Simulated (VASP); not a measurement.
An input for Ansatz (written as the equivalent of a VASP run, and not itself run):

Ansatz 0.2 input:
```yaml
crystal:
  lattice:
    - [1.5700288, -2.7193694, 0.0000000]
    - [1.5700288, 2.7193694, 0.0000000]
    - [0.0000000, 0.0000000, 12.5165741]
  atoms:
    - { symbol: Mo, position: [0.3333330, 0.6666670, 0.2500000] }
    - { symbol: Mo, position: [0.6666670, 0.3333330, 0.7500000] }
    - { symbol: S, position: [0.3333330, 0.6666670, 0.8746043] }
    - { symbol: S, position: [0.6666670, 0.3333330, 0.3746043] }
    - { symbol: S, position: [0.6666670, 0.3333330, 0.1253957] }
    - { symbol: S, position: [0.3333330, 0.6666670, 0.6253957] }
kpoints:
  mp_grid: { grid: [8, 8, 2] }
hamiltonian:
  xc: pbesol
  pseudopotentials: { kind: paw }
scf:
  occupations: { method: gaussian, width: 0.05 }
  max_iter: 100
relax:
  max_steps: 40
  f_tol: 0.02
  cell: {}
output: { forces: true, stress: true, eigenvalues: true }
```

**Question.** Translate this input to VASP (INCAR, KPOINTS, POSCAR, choice of POTCAR).

**Answer.** This is not unique; one that fits is 
KPOINTS:
```
Automatic mesh
0
Gamma
8 8 2
0 0 0
```

POSCAR:
```
MoS2
1
    1.5700287942    -2.7193693702     0.0000000000
    1.5700287942     2.7193693702    -0.0000000000
   -0.0000000000    -0.0000000000    12.5165741097
Mo S
2 4
Direct
  0.3333330000   0.6666670000   0.2500000000
  0.6666670000   0.3333330000   0.7500000000
  0.3333330000   0.6666670000   0.8746042957
  0.6666670000   0.3333330000   0.3746042957
  0.6666670000   0.3333330000   0.1253957043
  0.3333330000   0.6666670000   0.6253957043
```

INCAR:
```
ALGO = Normal
EDIFF = 1E-6
EDIFFG = -0.02
ENCUT = 500
GGA = PS
IBRION = 2
ISIF = 3
ISMEAR = 0
LASPH = .TRUE.
LCHARG = .FALSE.
LMAXMIX = 4
LREAL = .FALSE.
LWAVE = .FALSE.
NELM = 100
NSW = 40
PREC = Accurate
SIGMA = 0.05
SYSTEM = MoS2
```

POTCAR, in this order: Mo_sv S (PBE.64 set). Program: vasp_std.

The two are equivalent in intent, not identical: each code has its own PAW files, so the cut-off isn't converted (ENCUT is set for VASP's; basis.ecutwfc is left out, and Ansatz then takes the one that its files recommend); Ansatz stops its SCF on the density residual and VASP on the energy change (EDIFF).

The compound is MoS2 in the 2H layered structure. It was relaxed first.
